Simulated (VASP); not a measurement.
Computed with PBE GGA with D3 dispersion (zero damping), VASP's PBE PAW potentials (set 64) (plane waves; VASP).

Input for VASP

File KPOINTS:
```
Automatic mesh
0
Gamma
9 9 9
0 0 0
```

INCAR:
```
ALGO = Normal
EDIFF = 1E-6
EDIFFG = -0.01
ENCUT = 520
GGA = PE
IBRION = 2
ISIF = 3
ISMEAR = 1
IVDW = 11
LASPH = .TRUE.
LCHARG = .FALSE.
LMAXMIX = 4
LREAL = .FALSE.
LWAVE = .FALSE.
NELM = 100
NSW = 60
PREC = Accurate
SIGMA = 0.1
SYSTEM = Ba
```

POSCAR:
```
Ba
1
   -2.5100000000     2.5100000000     2.5100000000
    2.5100000000    -2.5100000000     2.5100000000
    2.5100000000     2.5100000000    -2.5100000000
Ba
1
Direct
  0.0000000000   0.0000000000   0.0000000000
```

POTCAR, in this order: Ba_sv (PBE.64 set). Program: vasp_std.

The run wrote:

**OSZICAR**
```
       N       E                     dE             d eps       ncg     rms          rms(c)
DAV:   1     0.582147669650E+02    0.58215E+02   -0.43790E+03   630   0.917E+02
DAV:   2     0.406016652855E+00   -0.57809E+02   -0.56846E+02   772   0.149E+02
DAV:   3    -0.185506032335E+01   -0.22611E+01   -0.22543E+01   831   0.348E+01
DAV:   4    -0.190590508070E+01   -0.50845E-01   -0.50756E-01   947   0.427E+00
DAV:   5    -0.190621435345E+01   -0.30927E-03   -0.30925E-03   905   0.253E-01    0.162E+00
DAV:   6    -0.190593603182E+01    0.27832E-03   -0.26687E-03   898   0.627E-01    0.964E-01
DAV:   7    -0.190646711309E+01   -0.53108E-03   -0.65745E-03   705   0.105E+00    0.447E-02
DAV:   8    -0.190665784226E+01   -0.19073E-03   -0.35079E-04  1060   0.130E-01    0.290E-02
DAV:   9    -0.190666470382E+01   -0.68616E-05   -0.83178E-06   804   0.321E-02    0.748E-03
DAV:  10    -0.190666630852E+01   -0.16047E-05   -0.49487E-06   807   0.170E-02    0.195E-03
DAV:  11    -0.190666627058E+01    0.37938E-07   -0.47969E-07   391   0.830E-03
   1 F= -.20228074E+01 E0= -.20222145E+01  d E =-.202281E+01
       N       E                     dE             d eps       ncg     rms          rms(c)
DAV:   1    -0.191381001679E+01   -0.71437E-02   -0.23298E-01   633   0.393E+00    0.386E-01
DAV:   2    -0.190768564028E+01    0.61244E-02   -0.11266E-02   639   0.105E+00    0.182E-01
DAV:   3    -0.190595293262E+01    0.17327E-02   -0.10734E-02   918   0.711E-01    0.598E-02
DAV:   4    -0.190596746461E+01   -0.14532E-04   -0.45747E-05   672   0.698E-02    0.540E-02
DAV:   5    -0.190609089323E+01   -0.12343E-03   -0.10748E-04   777   0.925E-02    0.131E-02
DAV:   6    -0.190608867412E+01    0.22191E-05   -0.62168E-06   755   0.185E-02    0.753E-03
DAV:   7    -0.190608837830E+01    0.29582E-06   -0.80237E-07   361   0.112E-02
   2 F= -.20235002E+01 E0= -.20228924E+01  d E =-.692808E-03
       N       E                     dE             d eps       ncg     rms          rms(c)
DAV:   1    -0.191626003298E+01   -0.10171E-01   -0.34675E-01   631   0.480E+00    0.472E-01
DAV:   2    -0.190713423747E+01    0.91258E-02   -0.16746E-02   635   0.128E+00    0.222E-01
DAV:   3    -0.190456525183E+01    0.25690E-02   -0.15892E-02   914   0.866E-01    0.730E-02
DAV:   4    -0.190458646637E+01   -0.21215E-04   -0.67532E-05   664   0.849E-02    0.660E-02
DAV:   5    -0.190476510160E+01   -0.17864E-03   -0.16208E-04   781   0.113E-01    0.164E-02
DAV:   6    -0.190476209696E+01    0.30046E-05   -0.94224E-06   742   0.228E-02    0.931E-03
DAV:   7    -0.190476189236E+01    0.20460E-06   -0.12773E-06   491   0.138E-02
   3 F= -.20237975E+01 E0= -.20231943E+01  d E =-.990185E-03
```

File OUTCAR:
```
------------------------ aborting loop because EDIFF is reached ----------------------------------------
 Edisp (eV)   -0.11904
  FORCE on cell =-STRESS in cart. coord.  units (eV):
  Direction    XX          YY          ZZ          XY          YZ          ZX
  --------------------------------------------------------------------------------------
  Total       0.00042     0.00042     0.00042     0.00000     0.00000     0.00000
  in kB       0.01089     0.01089     0.01089     0.00000     0.00000     0.00000
  external pressure =        0.01 kB  Pullay stress =        0.00 kB
  volume of cell :       61.67
      direct lattice vectors                 reciprocal lattice vectors
    -2.488865944  2.488865944  2.488865944     0.000000000  0.200894709  0.200894709
     2.488865944 -2.488865944  2.488865944     0.200894709  0.000000000  0.200894709
     2.488865944  2.488865944 -2.488865944     0.200894709  0.200894709  0.000000000
 POSITION                                       TOTAL-FORCE (eV/Angst)
 -----------------------------------------------------------------------------------
      0.00000     -0.00000      0.00000         0.000000     -0.000000     -0.000000
 -----------------------------------------------------------------------------------
    total drift:                                0.000000     -0.000000      0.000000
  FREE ENERGIE OF THE ION-ELECTRON SYSTEM (eV)
  ---------------------------------------------------
  free  energy   TOTEN  =        -2.0237975475 eV

  energy  without entropy=       -2.0219877363  energy(sigma->0) =       -2.02319428

 reached required accuracy - stopping structural energy minimisation
```
(Selected blocks of OUTCAR.)

CONTCAR:
```
Ba
   1.00000000000000
    -2.4888659442621224    2.4888659442621224    2.4888659442621224
     2.4888659442621224   -2.4888659442621224    2.4888659442621224
     2.4888659442621224    2.4888659442621224   -2.4888659442621224
  Ba
     1
Direct
     0.0000000000000000    0.0000000000000000    0.0000000000000000
```

Energy and stress use the plane-wave basis of the starting cell.

The compound is Ba in the bcc structure. This run relaxes it. Symmetry was kept, so distortions that lower it aren't found.
